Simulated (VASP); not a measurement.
Consider the following.

```
CELL_PARAMETERS angstrom
      3.64650     0.00000     0.00000
     -1.82325     3.15796     0.00000
      0.00000     0.00000    14.00000
ATOMIC_POSITIONS crystal
  Eu 0.66667 0.33333 0.50000
  N  0.33333 0.66667 0.50000
```
Starting moments (μB, in the order of the record's atoms Eu N): 7.0 0.0.

Computed with PBE GGA, VASP's PBE PAW potentials (set 64) (plane waves; VASP). Run with 400 eV cut-off, 8×8×1 Γ-centred mesh, Fermi-Dirac smearing of 0.10 eV, potentials Eu N.

The cell holds a wide vacuum, so values per volume refer to the whole cell. The moments were started parallel, and other spin orders were not tried in this run.

Give the spin-up energies of bands 6 to 18 at the high-symmetry points, in eV from the Fermi level.

```
band      Γ      M      K
----  -----  -----  -----
6     -3.11  -2.76  -2.83
7     -3.11  -2.39  -2.76
8     -2.04  -1.54  -0.94
9     -0.95  -0.59  -0.65
10    -0.59  -0.53  -0.57
11    -0.59  -0.51  -0.54
12    -0.42  -0.48  -0.42
13    -0.36  -0.46  -0.28
14    -0.36  -0.23   0.39
15    -0.18   0.71   0.85
16     0.20   2.53   2.00
17     1.99   3.75   2.09
18     2.29   3.83   3.18
```

Give the spin-down energies of bands 6 to 18 at the high-symmetry points, in eV from the Fermi level.

| band | Γ | M | K |
|---|---|---|---|
| 6 | -3.11 | -2.69 | -2.70 |
| 7 | -3.11 | -2.09 | -2.57 |
| 8 | -1.77 | -0.78 | 0.24 |
| 9 | 0.28 | 2.79 | 2.52 |
| 10 | 1.93 | 3.27 | 2.72 |
| 11 | 2.65 | 3.50 | 3.62 |
| 12 | 3.25 | 3.78 | 3.85 |
| 13 | 3.98 | 3.88 | 3.88 |
| 14 | 4.00 | 4.11 | 4.12 |
| 15 | 4.00 | 4.18 | 4.15 |
| 16 | 4.08 | 4.26 | 4.22 |
| 17 | 4.08 | 4.86 | 4.28 |
| 18 | 4.24 | 4.96 | 4.48 |

It has no gap at this level: it comes out as a metal or semimetal.

The cell is a sheet with vacuum, built from a generated structure.
